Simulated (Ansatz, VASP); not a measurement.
# GeBr2: VASP beside Ansatz

Wanted: the spread between two codes on one cell, functional and k mesh. The cell is generated by rule, not measured, and may not be a known phase. Of the first pair: The cell is taken from a series of runs on this material, whose earlier steps may have relaxed, scaled, displaced or heated it; both programs get it as it stands.

Calculated with Ansatz 0.2.0; plane waves, with VASP 6.6.1 beside it; relaxation of cell and atoms at PBEsol.

### Step 1. The structure

It takes space group P-3m1 (No. 164, trigonal). The conventional cell has a = 3.974 Å, b = 3.974 Å, c = 6.511 Å, α = 90.00°, β = 90.00°, γ = 120.00°. Ge has 6 Br at 2.80 Å nearest. Nearest to Br lie 3 Ge at 2.80 Å. Farther neighbours and most contacts between anions are not listed.

### Step 2. Ansatz: relaxation of cell and atoms, PBEsol, pair 1

Ansatz runs on its default PAW (the set named soft_2) files.

The relaxed volume is the usual yardstick between codes: in a stiff, nearly cubic crystal its relative difference is about their pressure difference at one cell divided by the bulk modulus.

Input file input.yaml:

```yaml
crystal:
  lattice:
    - [3.9736631182, 0.0, 0.0]
    - [-1.9868315591, 3.4412932065, 0.0]
    - [0.0, 0.0, 6.5109458601]
  atoms:
    - { symbol: Ge, position: [0.0, 0.0, 0.0] }
    - { symbol: Br, position: [0.3333333333, 0.6666666667, 0.2456994198] }
    - { symbol: Br, position: [0.6666666667, 0.3333333333, 0.7543005802] }
kpoints:
  mp_grid: { grid: [9, 9, 4] }
hamiltonian:
  xc: pbesol
scf:
  occupations: { method: fixed }
output:
  forces: true
  stress: true
  eigenvalues: true
relax:
  adjacent_minimum: "off"
  f_tol: 0.001
  max_steps: 60
  cell: { stress_tol: 0.01 }
```

Started as:

```bash
$ ansatz run input.yaml --threads 4 --pin off --max-ram 7168MiB --backend cpu --events-out ev --progress --plain --runs-dir out
```

Numbers of over 12 decimals in the logs are rounded to 6 here.

The log of the run:

```text
Engine: ansatz 0.2.0, aarch64-unknown-linux-gnu
Pseudopotentials: kind: paw
Pseudopotential: Ge, paw, valence charge 14, recommended cutoff 420 eV (normal), Ge.paw.azcp
Pseudopotential: Br, paw, valence charge 7, recommended cutoff 420 eV (normal), Br.paw.azcp
Functional definition: PBEsol
  exchange = pbesol_x
  correlation = pbesol_c
Crystal: 3 atoms, lattice volume = 89.034 Å³
Basis set: ecut = 420 eV, 1761 PW (Γ), exchange–correlation on 54×54×90 points (8 copies of the dense FFT grid, shifted against one another)
Bands: 18, of which v1, the nominal top of the filled ones, is band 14 counted from 1 (13 counted from 0)
Symmetry: 12 space group operations
Space group: P-3m1 (ITA 164), of the structure as read, at distance tolerance 4.5e-5 Å
k-points: 43 of 324
Non-local potential: Ge, projectors of the file, l = 0: 2, l = 1: 2, l = 2: 3, l = 3: 1
Non-local potential: Br, projectors of the file, l = 0: 2, l = 1: 2, l = 2: 2
PAW form: soft (Blöchl's): semilocal exchange-correlation on the pseudo side does not see the compensation charge
PAW frozen core: Ge, regenerated for the run's functional, and the local potential with it (the file was generated under x = pbe(κ = 0.804, μ = 0.219515), c = pbe(β = 0.066725))
PAW frozen core: Br, regenerated for the run's functional, and the local potential with it (the file was generated under x = pbe(κ = 0.804, μ = 0.219515), c = pbe(β = 0.066725))
PAW one-centre angular grid: Ge, 590 points (default); XC on 64 Gauss nodes
PAW one-centre angular grid: Br, 110 points (default); XC on 64 Gauss nodes
Initial density: superposition of atomic densities (neutral atoms: chi_scale 0, normalization atom), corrected by the library's trained network
Initial wavefunctions: pseudopotential atomic-orbital guess
Functional: x = pbesol(κ = 0.804, μ = 0.123457), c = pbesol(β = 0.046)
SCF iter   1: F=—  HF=-9728.123718 eV  |F-HF|=—  |Δ(HF+E_count)|=         —  Δρ=1.35e-3  dr2=1.58e-3  ethr=1.77e-3  ⟨swp⟩=5.1  Hψ=3499  notcnv=0  defer=73
preconditioner: auto → Resta (q_TF=auto, 2.250 Å⁻¹)  ε∞=3.8  [insulator: Δε(μ)=2.060 eV  Ē_g=9.976 eV  n_scr=22 (ndim 8)  ℏωp=16.7 eV  f_vac=0.065  ε∞_Penn≈3.8]
SCF iter   2: F=—  HF=-9728.122025 eV  |F-HF|=—  |Δ(HF+E_count)|=   1.69e-3  Δρ=8.46e-4  dr2=9.21e-4  ethr=5.63e-6  ⟨swp⟩=2.6  Hψ=1684  notcnv=0  defer=84
SCF iter   3: F=—  HF=-9728.122220 eV  |F-HF|=—  |Δ(HF+E_count)|=   1.95e-4  Δρ=4.25e-4  dr2=4.58e-4  ethr=3.29e-6  ⟨swp⟩=2.0  Hψ=1187  notcnv=0  defer=83
SCF iter   4: F=—  HF=-9728.122114 eV  |F-HF|=—  |Δ(HF+E_count)|=   1.06e-4  Δρ=1.57e-4  dr2=3.88e-5  ethr=1.64e-6  ⟨swp⟩=2.6  Hψ=969  notcnv=0  defer=77
SCF iter   5: F=—  HF=-9728.122111 eV  |F-HF|=—  |Δ(HF+E_count)|=   3.06e-6  Δρ=9.32e-5  dr2=1.47e-5  ethr=1.39e-7  ⟨swp⟩=2.0  Hψ=1376  notcnv=0  defer=9
SCF iter   6: F=—  HF=-9728.122106 eV  |F-HF|=—  |Δ(HF+E_count)|=   5.49e-6  Δρ=2.47e-5  dr2=1.36e-6  ethr=5.24e-8  ⟨swp⟩=2.4  Hψ=1150  notcnv=0  defer=9
SCF iter   7: F=-9728.122105 eV  HF=-9728.122105 eV  |F-HF|=1.19e-8  |Δ(HF+E_count)|=   2.08e-7  Δρ=3.72e-6  dr2=3.46e-8  ethr=3.57e-10  ⟨swp⟩=6.6  Hψ=4457  notcnv=0
SCF 1 converged in 7 iterations: F = -9728.122105 eV  dr2 = 3.46e-8
  greatest PAW one-centre occupation: 0.999 electrons in one spin orbital (limit 2), on the Ge atom at site 0 (counted from 0), in its partial waves of l = 2
relax step   1: F+E_penalty+E_count = -9728.12210532 eV  Δ(F+E_penalty+E_count) = +0.000e0 eV  max|allowed force component| = 6.428e-4 eV/Å  Δτ_max = 0.0000 Å  P = +0.003 GPa  Ω = 89.034 Å³  (7 SCF iters, dr2 threshold 1.00e-7 eV, accepted)
Initial density: handed on by an earlier stage of this run
Initial wavefunctions: pseudopotential atomic-orbital guess (no wavefunctions were taken with the density)
iter 1 solved again at ethr=3.38e-6 eV; its pass at ethr=3.10e-3 eV (dr2=9.45e-4 eV) is discarded
SCF iter   1: F=—  HF=-9728.122108 eV  |F-HF|=—  |Δ(HF+E_count)|=         —  Δρ=8.24e-6  dr2=4.69e-8  ethr=3.38e-6  ⟨swp⟩=2.8  Hψ=5278  notcnv=0  defer=84
eigensolver tolerance schedule: the retry pair's looser diagonalisation over-reported the residual by 20140.24 of it (diagonalisation noise at an unbounded share of the residual, at the tolerance the schedule requests for it); recorded, not acted on — ethr = c·dr2/N_el stays at c = 1.0e-1
preconditioner: auto → Resta (q_TF=auto, 2.250 Å⁻¹)  ε∞=3.8  [insulator: Δε(μ)=2.074 eV  Ē_g=9.989 eV  n_scr=22 (ndim 8)  ℏωp=16.7 eV  f_vac=0.068  ε∞_Penn≈3.8]
SCF iter   2: F=—  HF=-9728.122105 eV  |F-HF|=—  |Δ(HF+E_count)|=   2.59e-6  Δρ=4.98e-6  dr2=1.76e-8  ethr=1.68e-10  ⟨swp⟩=4.0  Hψ=2215  notcnv=0  defer=77
SCF iter   3: F=—  HF=-9728.122105 eV  |F-HF|=—  |Δ(HF+E_count)|=   3.56e-9  Δρ=3.00e-6  dr2=6.70e-9  ethr=6.28e-11  ⟨swp⟩=2.0  Hψ=992  notcnv=0  defer=77
SCF iter   4: F=—  HF=-9728.122105 eV  |F-HF|=—  |Δ(HF+E_count)|=   4.23e-9  Δρ=6.73e-7  dr2=5.95e-10  ethr=2.39e-11  ⟨swp⟩=2.0  Hψ=1376  notcnv=0  defer=77
SCF iter   5: F=—  HF=-9728.122105 eV  |F-HF|=—  |Δ(HF+E_count)|=  6.66e-10  Δρ=5.75e-7  dr2=1.35e-10  ethr=2.12e-12  ⟨swp⟩=2.0  Hψ=1072  notcnv=0  defer=77
SCF iter   6: F=—  HF=-9728.122105 eV  |F-HF|=—  |Δ(HF+E_count)|=  1.82e-12  Δρ=3.34e-7  dr2=3.61e-11  ethr=1.00e-12  ⟨swp⟩=2.0  Hψ=1091  notcnv=0  defer=77
SCF iter   7: F=—  HF=-9728.122105 eV  |F-HF|=—  |Δ(HF+E_count)|=  9.09e-12  Δρ=8.14e-8  dr2=2.28e-12  ethr=1.00e-12  ⟨swp⟩=1.0  Hψ=774  notcnv=0  defer=77
SCF iter   8: F=-9728.122105 eV  HF=-9728.122105 eV  |F-HF|=3.64e-12  |Δ(HF+E_count)|=  1.82e-12  Δρ=8.48e-9  dr2=4.13e-14  ethr=1.00e-12  ⟨swp⟩=9.6  Hψ=4421  notcnv=0
SCF 2 converged in 8 iterations: F = -9728.122105 eV  dr2 = 4.13e-14
relax step   2: F+E_penalty+E_count = -9728.12210534 eV  Δ(F+E_penalty+E_count) = -1.914e-8 eV  max|allowed force component| = 6.321e-4 eV/Å  Δτ_max = 0.0000 Å  P = +0.003 GPa  Ω = 89.034 Å³  stress off target by 6.78e-3 GPa  SCF on the basis re-selected at this cell (its energy is not comparable with the rows above)  (8 SCF iters)
basis re-selected at this cell: Δ(F+E_penalty+E_count) = -1.914e-8 eV, ΔP = +0.000 GPa vs the last step (what re-selecting the basis moved, of the pressure what is left beyond the Pulay correction that the steps carried, after the strain that the cell walked since its last selection, with what the two solves' SCF thresholds leave and, on support functions, any second-order correction that the steps lacked; it is no m [...]
SCF converged after 8 iterations
Free energy (F): -9728.122105 eV
Harris-Foulkes:  -9728.122105 eV  (|F-HF|=3.64e-12)
Internal energy: -9728.122105 eV  (E = F + TS)
E sigma→0 (E₀):  -9728.122105 eV
Fermi energy:    3.428922 eV
--- Per-component energies (eV) ---
  E_band       = -240.883768
  E_kinetic    = 374.010249
  E_local      = -3534.713832  (includes V_loc(G=0)·N_el)
  E_nonlocal   = 554.412473
  E_hartree    = 1478.968454
  E_xc         = -596.501789
  E_vxc        = -270.157622  (∫ρ·V_xc dr)
  E_paw        = -6377.259092  (= ΣΔE_a)
  E_vpaw       = -322.372313  (= ΣTr[D̂ρ^β])
  E_aug_tail   = 0.000374  (compensation charges beyond the density's cutoff)
  E_ewald      = -1628.141419
  E_core_change = 1.102477  (= ΣΔE_core)
  E_smearing   = -0.000000  (= −TS)
  E_closure    = -0.000000  (closes the sum)
  Σ components = -9728.122105   (vs F -9728.122105, Δ=0.00e0)
--- Forces (eV/Å), atoms counted from 1 ---
  atom   1  Ge     0.00000000    -0.00000000     0.00000000
  atom   2  Br     0.00000000     0.00000000    -0.00063209
  atom   3  Br     0.00000000    -0.00000000     0.00063209
  max |Σ_I F_I| component: 9.25e-17 eV/Å
--- Stress (GPa, compression-positive) ---
        0.001596      -0.000000       0.000000
        0.000000       0.001596       0.000000
        0.000000       0.000000       0.006784
  P = ⅓ Tr σ = 0.0033 GPa (0.033 kbar)
--- Band table (eV; the first three rows and the last of 43) ---
  k-point 0: bands = [... 10 lower, 1.9469, 1.9469, 2.0657, 2.3488, 5.7409, 6.9274, 6.9274, 10.5171]
  k-point 1: bands = [... 10 lower, 1.8407, 1.9968, 1.9968, 2.9952, 5.6267, 6.8751, 6.8751, 10.8852]
  k-point 2: bands = [... 10 lower, 1.8177, 2.0292, 2.0292, 3.3339, 5.5030, 6.8242, 6.8242, 11.1624]
  k-point 42: bands = [... 10 lower, -0.0581, 1.8841, 1.8841, 3.4289, 7.1238, 7.1238, 8.0199, 11.6249]
--- Relaxed structure (1 steps of the walk, 1 accepted, 1 SCFs on fresh bases) ---
  F+E_penalty+E_count = -9728.12210534 eV   max|allowed force component| = 6.321e-4 eV/Å   (the final SCF, on the basis selected at the relaxed cell)
  cell:  # Å, volume = 89.0342 Å³
    - [3.973663, 0.0, 0.0]
    - [-1.986832, 3.441293, 0.0]
    - [0.0, 0.0, 6.5109458601]
  atoms:
    - { symbol: Ge, position: [0.0, 0.0, 0.0] }
    - { symbol: Br, position: [0.333333, 0.666667, 0.245699] }
    - { symbol: Br, position: [0.666667, 0.333333, 0.754301] }
```

The column dr2 measures how far the density is from self-consistency, as an energy; F and HF (Harris–Foulkes) agree once it is small.

### Step 3. VASP: relaxation of cell and atoms, PBEsol, pair 1

The same cell, functional and mesh now go to VASP, with its own data sets.

Lines of VASP's logs that name or quote its potential files are left out, and so is its time.

Input file INCAR:

```
SYSTEM = GeBr2
PREC = Accurate
ENCUT = 500
EDIFF = 1E-07
NELM = 120
ISMEAR = 0
SIGMA = 0.01
LREAL = .FALSE.
ALGO = Normal
GGA = PS
NBANDS = 20
LORBIT = 11
LWAVE = .FALSE.
LCHARG = .FALSE.
ISIF = 3
IBRION = 2
NSW = 80
EDIFFG = -0.005
LASPH = .TRUE.
GGA_COMPAT = .FALSE.
NELMIN = 4
EFERMI = MIDGAP
```

Input file POSCAR:

```
GeBr2
1.0
    3.9736630000      0.0000000000      0.0000000000
   -1.9868320000      3.4412930000      0.0000000000
    0.0000000000      0.0000000000      6.5109460000
Ge Br
1 2
Direct
    0.0000000000      0.0000000000      0.0000000000
    0.3333333688      0.6666665698      0.2456994729
    0.6666668829      0.3333334302      0.7543005271
```

Input file KPOINTS:

```
Automatic mesh
0
Gamma
9 9 4
0 0 0
```

The projector-augmented-wave data sets are Ge_d and Br (PBE family, release 64).

Started as:

```bash
$ mpirun -np 1 vasp_std
```

The log of the run:

```text
[banner, memory and clock lines left out]
running    1 mpi-ranks, on    1 nodes
 distrk:  each k-point on    1 cores,    1 groups
 distr:  one band on    1 cores,    1 groups

 POSCAR found type information on POSCAR GeBr
 POSCAR found :  2 types and       3 ions
|                                                                             |
|               ----> ADVICE to this user running VASP <----                  |
|                                                                             |
|     You enforced a specific xc type in the INCAR file but a different       |
|     [... a line on the potential file left out ...]
|     I HOPE YOU KNOW WHAT YOU ARE DOING!                                     |
|                                                                             |

 LDA part: xc-table for (Slater+PW92), standard interpolation
 POSCAR, INCAR and KPOINTS ok, starting setup
 FFT: planning ... GRIDC
 FFT: planning ... GRID_SOFT
 FFT: planning ... GRID
 WAVECAR not read
 entering main loop
       N       E                     dE             d eps       ncg     rms          rms(c)
DAV:   1     0.225124455270E+03    0.22512E+03   -0.13017E+04  2032   0.219E+03
DAV:   2     0.204412056160E+02   -0.20468E+03   -0.19596E+03  1996   0.560E+02
DAV:   3    -0.932873974606E+01   -0.29770E+02   -0.29506E+02  2080   0.131E+02
DAV:   4    -0.104458864794E+02   -0.11171E+01   -0.11159E+01  2028   0.291E+01
DAV:   5    -0.104695805681E+02   -0.23694E-01   -0.23692E-01  2144   0.453E+00    0.519E+00
DAV:   6    -0.103109461584E+02    0.15863E+00   -0.45912E-01  2260   0.454E+00    0.311E+00
DAV:   7    -0.103105225088E+02    0.42365E-03   -0.11218E-01  2196   0.164E+00    0.982E-01
DAV:   8    -0.103106817812E+02   -0.15927E-03   -0.14618E-02  2296   0.112E+00    0.116E-01
DAV:   9    -0.103107415069E+02   -0.59726E-04   -0.13490E-03  1984   0.312E-01    0.614E-02
DAV:  10    -0.103107956720E+02   -0.54165E-04   -0.13467E-04  1936   0.751E-02    0.250E-02
DAV:  11    -0.103108039760E+02   -0.83040E-05   -0.11093E-05  1896   0.219E-02    0.605E-03
DAV:  12    -0.103108052079E+02   -0.12319E-05   -0.21093E-06  1972   0.805E-03    0.251E-03
DAV:  13    -0.103108052578E+02   -0.49932E-07   -0.18212E-07  1608   0.236E-03
   1 F= -.10310805E+02 E0= -.10310805E+02  d E =-.103108E+02
 curvature:   0.00 expect dE= 0.000E+00 dE for cont linesearch  0.000E+00
 trial: gam= 0.00000 g(F)=  0.405E-05 g(S)=  0.268E-05 ort = 0.000E+00 (trialstep = 0.100E+01)
 search vector abs. value=  0.673E-05
 bond charge predicted
       N       E                     dE             d eps       ncg     rms          rms(c)
DAV:   1    -0.103108354342E+02   -0.30226E-04   -0.68853E-04  2232   0.296E-01    0.305E-02
DAV:   2    -0.103108155694E+02    0.19865E-04   -0.40409E-05  2296   0.720E-02    0.146E-02
DAV:   3    -0.103108096725E+02    0.58969E-05   -0.12392E-05  2272   0.396E-02    0.547E-03
DAV:   4    -0.103108091581E+02    0.51440E-06   -0.41598E-07  1916   0.492E-03    0.402E-03
DAV:   5    -0.103108088258E+02    0.33225E-06   -0.17928E-07  1720   0.369E-03    0.103E-03
DAV:   6    -0.103108087916E+02    0.34201E-07   -0.17041E-08   936   0.170E-03
   2 F= -.10310809E+02 E0= -.10310809E+02  d E =-.353383E-05
 trial-energy change:   -0.000004  1 .order   -0.000004   -0.000007   -0.000001
 step:   1.1207(harm=  1.1207)  dis= 0.00035  next Energy=   -10.310809 (dE=-0.377E-05)
 reached required accuracy - stopping structural energy minimisation
```

OUTCAR, selected parts (step 3):

```text
ion  position               nearest neighbor table
   1  0.000  0.000  0.000-   2 2.80   3 2.80   3 2.80   2 2.80   2 2.80   3 2.80
   2  0.333  0.667  0.246-   1 2.80   1 2.80   1 2.80
   3  0.667  0.333  0.754-   1 2.80   1 2.80   1 2.80

  LATTYP: Found a hexagonal cell.
 ALAT       =     3.9736630000
 C/A-ratio  =     1.6385249580

 Subroutine GETGRP returns: Found 12 space group operations
 (whereof 12 operations were pure point group operations)

The static configuration has the point symmetry D_3d.

 Found     43 irreducible k-points:

   k-points           NKPTS =     43   k-points in BZ     NKDIM =     43   number of bands    NBANDS=     20

   dimension x,y,z NGX =    30 NGY =   30 NGZ =   48
   dimension x,y,z NGXF=    60 NGYF=   60 NGZF=   96

   ENCUT  =  500.0 eV  36.75 Ry    6.06 a.u.   7.24  7.24 11.87*2*pi/ulx,y,z

   NELECT =      28.0000    total number of electrons

 k-points in reciprocal lattice and weights: Automatic mesh
   0.00000000  0.00000000  0.00000000       0.003
   0.11111111 -0.00000000  0.00000000       0.019
   0.22222222 -0.00000000  0.00000000       0.019
   0.33333333  0.00000000  0.00000000       0.019
   0.44444444 -0.00000000  0.00000000       0.019
   0.11111111  0.11111111  0.00000000       0.019
   0.22222222  0.11111111  0.00000000       0.037
   0.33333333  0.11111111  0.00000000       0.037
   0.44444444  0.11111111  0.00000000       0.019
[...]
0.33333333  0.22222222  0.50000000       0.037
   0.33333333  0.33333333  0.50000000       0.006

 average (electrostatic) potential at core
       1 -77.3441       2 -63.8732       3 -63.8732

 E-fermi :   2.1064

 k-point     1 :       0.0000    0.0000    0.0000
  band No.  band energies     occupation
    ...
     10      -0.4758      2.00000
     11      -0.4100      2.00000
     12      -0.4100      2.00000
     13      -0.2929      2.00000
     14      -0.0093      2.00000
     15       3.3814      0.00000
     16       4.5665      0.00000
     17       4.5665      0.00000
     18       8.1566      0.00000
     19       9.5333      0.00000
    ...

 k-point     2 :       0.1111   -0.0000    0.0000
  band No.  band energies     occupation
    ...
     10      -0.8020      2.00000
     11      -0.7867      2.00000
     12      -0.2614      2.00000
     13      -0.2578      2.00000
     14       0.6725      2.00000
     15       3.7667      0.00000
     16       4.3470      0.00000
     17       4.6886      0.00000
     18       8.6639      0.00000
     19       9.0748      0.00000
    ...

 k-point     3 :       0.2222   -0.0000    0.0000
  band No.  band energies     occupation
    ...
     10      -1.4704      2.00000
     11      -1.1806      2.00000
     12      -0.3268      2.00000
     13      -0.2522      2.00000
     14       0.9591      2.00000
     15       3.8889      0.00000
     16       4.8694      0.00000
     17       4.9324      0.00000
     18       8.0249      0.00000
     19       9.3411      0.00000
    ...

  Total       -0.0036364     -0.0036364     -0.0022301      0.0000000     -0.0000000      0.0000000
  in kB       -0.0654145     -0.0654145     -0.0401159      0.0000000     -0.0000000      0.0000000
  external PRESSURE =      -0.0569816 kB  Pullay stress =       0.0000000 kB

  energy-cutoff  :      500.00
  volume of cell :       89.07
      direct lattice vectors                 reciprocal lattice vectors
     3.974062146 -0.000000000  0.000000000     0.251631697  0.145279669  0.000000000
    -1.987031573  3.441638671 -0.000000000     0.000000000  0.290559264  0.000000000
    -0.000000000 -0.000000000  6.511931955    -0.000000000  0.000000000  0.153564258

 POSITION                                       TOTAL-FORCE (eV/Angst)
 -----------------------------------------------------------------------------------
      0.00000      0.00000      0.00000        -0.000000     -0.000000      0.000000
      0.00000      2.29443      1.60029        -0.000000      0.000000      0.002868
      1.98703      1.14721      4.91164         0.000000      0.000000     -0.002868
 -----------------------------------------------------------------------------------
    total drift:                               -0.000604     -0.000000     -0.000000

  FREE ENERGIE OF THE ION-ELECTRON SYSTEM (eV)
  ---------------------------------------------------
  free  energy   TOTEN  =       -10.3108087916 eV

  energy  without entropy=      -10.3108087916  energy(sigma->0) =      -10.31080879

 reached required accuracy - stopping structural energy minimisation

 total charge
# of ion       s       p       d       tot
------------------------------------------
    1        1.422   0.579  10.025  12.026
    2        1.614   3.178   0.017   4.810
    3        1.614   3.178   0.017   4.810
--------------------------------------------------
tot          4.649   6.936  10.060  21.645

[... 3 further parts left out ...]
```

### Step 4. Side by side

Known differences besides the potentials themselves: fixed occupations in Ansatz, narrow Gaussian smearing in VASP; the cutoff is 420 eV in Ansatz and 500 eV in VASP; Ansatz makes its cores anew for this functional, VASP keeps those of its PBE data sets; Ansatz adds a Pulay correction to the stress that steers its cell, VASP none. Total energies have different zeros and are not compared.

Both answers:

| quantity | Ansatz | VASP | difference |
| --- | --- | --- | --- |
| volume (Å³) | 89.03 | 89.07 | -0.04 % |
| edge a after relaxation, in the typed setting (Å) | 3.974 | 3.974 | -0.01 % |
| edge c after relaxation, in the typed setting (Å) | 6.511 | 6.512 | -0.02 % |

(Part 1 of 2 ends here.)

[Lines on the potential files, build, host, timing and source positions are cut from VASP's logs without a mark.]

[Logs are printed without paths, hosts, clocks, repeated set-up lines and the standing remarks that a program may print on its own settings, such as how far it seeks lower states.]

[Hosts, paths, dates, database ids (printed as entryN), source tags and the programs' standing remarks are cut or masked in the printed files.]
